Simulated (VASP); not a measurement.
Consider the following.

```
CELL_PARAMETERS angstrom
      0.00000     2.82900     2.82900
      2.82900     0.00000     2.82900
      2.82900     2.82900     0.00000
ATOMIC_POSITIONS crystal
  Ge 0.00000 0.00000 0.00000
  Ge 0.25000 0.25000 0.25000
```

All values below come from PBE GGA with D3 dispersion (zero damping), VASP's PBE PAW potentials (set 64) (plane waves; VASP). Run with 400 eV cut-off, 7×7×7 Γ-centred mesh, Gaussian smearing of 0.050 eV, potentials Ge_d.

Give the stress tensor in GPa (positive for a compressed cell).

```
2.34  0.00  0.00
0.00  2.34  0.00
0.00  0.00  2.34
```
The pressure is its mean diagonal, 2.34 GPa.

The compound is Ge in the diamond structure. The cell was not relaxed at this level. The run is one of a series of settings (IVDW = 11 against the base run), some of them coarse on purpose.
